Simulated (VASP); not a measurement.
Given:

```xyz
5
Lattice="4.0965 0.0000 0.0000 0.0000 4.0965 0.0000 0.0000 0.0000 4.0965" Properties=species:S:1:pos:R:3 pbc="T T T"
Sr     2.0482     2.0482     2.0482
Hf     0.0000     0.0000     0.0000
O      0.0000     2.0482     0.0000
O      2.0482     0.0000     0.0000
O      0.0000     0.0000     2.0482
```

All values below come from PBEsol GGA with spin-orbit coupling, VASP's PBE PAW potentials (set 64) (plane waves; VASP). Numerical set-up: 520 eV cut-off, 5×5×5 Γ-centred mesh, Gaussian smearing of 0.050 eV, potentials Sr_sv Hf_pv O.

Predict the energy per atom (σ→0), band gap (over mesh and band path) with the smallest direct gap where there is one.

The band gap (over mesh and band path) is 3.58 eV. The smallest direct gap (over mesh and band path) is 3.76 eV and the energy per atom (σ→0) comes out as -9.167 eV/atom.

The structure comes from a computed database's SrHfO3 entry (Pm-3m); how it stands against other phases isn't given here. It was relaxed first.
